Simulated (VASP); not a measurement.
These are PBEsol GGA, VASP's PBE PAW potentials (set 64) (plane waves; VASP 6.6.1) values and carry that method's errors.

VASP ran on this input.

### KPOINTS
```
Automatic mesh
0
Gamma
8 8 8
0 0 0
```

File POSCAR:
```
Zn2SeS
1
    1.9437873220     1.1222460466     6.3514524444
   -1.9437873220     1.1222460466     6.3514524444
    0.0000000000    -2.2444920932     6.3514524444
Zn Se S
2 1 1
Direct
  0.0038280479   0.0038280479   0.0038280479
  0.4962897858   0.4962897858   0.4962897858
  0.6244026425   0.6244026425   0.6244026425
  0.1254535238   0.1254535238   0.1254535238
```

INCAR:
```
# general
SYSTEM   =  Zn2SeS
PREC     =  Accurate
ENCUT    =  400
LREAL    =  F
LASPH    =  T   # aspherical one-centre terms

# electronic loop
EDIFF    =  1E-7   # SCF stop (eV)
NELM     =  100
ALGO     =  Normal
LMAXMIX  =  4

# smearing
ISMEAR   =  -5   # tetrahedra, Bloechl

# functional
GGA      =  PS   # PBEsol

# ions
ISIF     =  2

# output
LWAVE    =  F
LCHARG   =  T
LORBIT   =  11
NEDOS    =  601

# other
LEFG     =  T
```

POTCAR, in this order: Zn Se S (PBE.64 set). Program: vasp_std.

Output of the run:

File OUTCAR:
```
 ion  position               nearest neighbor table
   1  0.004  0.004  0.004-   4 2.32   3 2.41   3 2.41   3 2.41
   2  0.496  0.496  0.496-   4 2.36   4 2.36   4 2.36   3 2.44
   3  0.624  0.624  0.624-   1 2.41   1 2.41   1 2.41   2 2.44
   4  0.125  0.125  0.125-   1 2.32   2 2.36   2 2.36   2 2.36
  LATTYP: Found a trigonal (rhomboedric) cell.
 ALAT       =     6.7363709440
 COS(alpha) =     0.8334765123
 Subroutine PRICEL returns:
 Original cell was already a primitive cell.
 Subroutine GETGRP returns: Found  6 space group operations
The static configuration has the point symmetry C_3v.
The dynamic configuration has the point symmetry C_3v.
 Subroutine INISYM returns: Found  6 space group operations
 Subroutine IBZKPT returns following result:
 Found     65 irreducible k-points:

 Following reciprocal coordinates:
            Coordinates               Weight
  0.000000  0.000000  0.000000      1.000000
  0.125000 -0.000000  0.000000      6.000000
  0.250000 -0.000000  0.000000      6.000000
  0.375000 -0.000000  0.000000      6.000000
  0.500000 -0.000000  0.000000      3.000000
  0.125000  0.125000  0.000000      6.000000
...
```

### OSZICAR
```
       N       E                     dE             d eps       ncg     rms          rms(c)
DAV:   1     0.208833950829E+03    0.20883E+03   -0.15241E+04  2860   0.162E+03
DAV:   2     0.325744385321E+01   -0.20558E+03   -0.20142E+03  3082   0.333E+02
DAV:   3    -0.146782805748E+02   -0.17936E+02   -0.17873E+02  3460   0.104E+02
DAV:   4    -0.150199842141E+02   -0.34170E+00   -0.34149E+00  3298   0.151E+01
DAV:   5    -0.150251822180E+02   -0.51980E-02   -0.51974E-02  3506   0.179E+00    0.868E+00
DAV:   6    -0.143120953343E+02    0.71309E+00   -0.19896E+00  3978   0.437E+01    0.658E+00
DAV:   7    -0.143198150106E+02   -0.77197E-02   -0.14012E+00  3052   0.740E+00    0.276E+00
DAV:   8    -0.143087640788E+02    0.11051E-01   -0.57057E-02  4004   0.350E+00    0.889E-01
DAV:   9    -0.143081568529E+02    0.60723E-03   -0.16318E-02  3848   0.288E+00    0.293E-01
DAV:  10    -0.143083029226E+02   -0.14607E-03   -0.23721E-03  3376   0.847E-01    0.211E-01
DAV:  11    -0.143083058182E+02   -0.28956E-05   -0.24384E-04  4292   0.330E-01    0.151E-01
DAV:  12    -0.143083580693E+02   -0.52251E-04   -0.19275E-04  3960   0.297E-01    0.303E-02
DAV:  13    -0.143083629525E+02   -0.48832E-05   -0.58433E-05  3486   0.123E-01    0.228E-02
DAV:  14    -0.143083623354E+02    0.61711E-06   -0.11533E-05  3934   0.475E-02    0.593E-03
DAV:  15    -0.143083625424E+02   -0.20700E-06   -0.46255E-06  4130   0.235E-02    0.300E-03
DAV:  16    -0.143083625829E+02   -0.40498E-07   -0.99263E-07  3500   0.180E-02
   1 F= -.14308363E+02 E0= -.14308363E+02  d E =0.000000E+00
```

OUTCAR:
```
------------------------ aborting loop because EDIFF is reached ----------------------------------------
  FORCE on cell =-STRESS in cart. coord.  units (eV):
  Direction    XX          YY          ZZ          XY          YZ          ZX
  --------------------------------------------------------------------------------------
  Total       -0.0878550     -0.0878550     -0.0617332      0.0000000      0.0000000      0.0000000
  in kB       -1.6932294     -1.6932291     -1.1897850      0.0000000      0.0000000      0.0000000
  external PRESSURE =      -1.5254145 kB  Pullay stress =       0.0000000 kB
  volume of cell :       83.13
      direct lattice vectors                 reciprocal lattice vectors
     1.943787322  1.122246047  6.351452444     0.257229788  0.148511699  0.052481434
    -1.943787322  1.122246047  6.351452444    -0.257229788  0.148511699  0.052481434
     0.000000000 -2.244492093  6.351452444     0.000000000 -0.297023397  0.052481434
 POSITION                                       TOTAL-FORCE (eV/Angst)
 -----------------------------------------------------------------------------------
      0.00000      0.00000      0.07294         0.000000     -0.000000      0.015728
      0.00000      0.00000      9.45648         0.000000      0.000000     -0.011759
      0.00000      0.00000     11.89759         0.000000      0.000000     -0.010651
      0.00000      0.00000      2.39044         0.000000      0.000000      0.006682
 -----------------------------------------------------------------------------------
    total drift:                                0.000000      0.000010     -0.000446
  FREE ENERGIE OF THE ION-ELECTRON SYSTEM (eV)
  ---------------------------------------------------
  free  energy   TOTEN  =       -14.3083625829 eV

  energy  without entropy=      -14.3083625829  energy(sigma->0) =      -14.30836258

 total charge

# of ion       s       p       d       tot
------------------------------------------
    1        0.548   0.501   9.791  10.841
    2        0.524   0.462   9.792  10.778
    3        1.436   2.443   0.034   3.914
    4        1.311   2.399   0.000   3.710
--------------------------------------------------
tot          3.819   5.805  19.618  29.243
```
(Selected blocks of OUTCAR.)

The structure comes from a computed database's Zn2SeS entry (R3m); how it stands against other phases isn't given here. It was relaxed first.
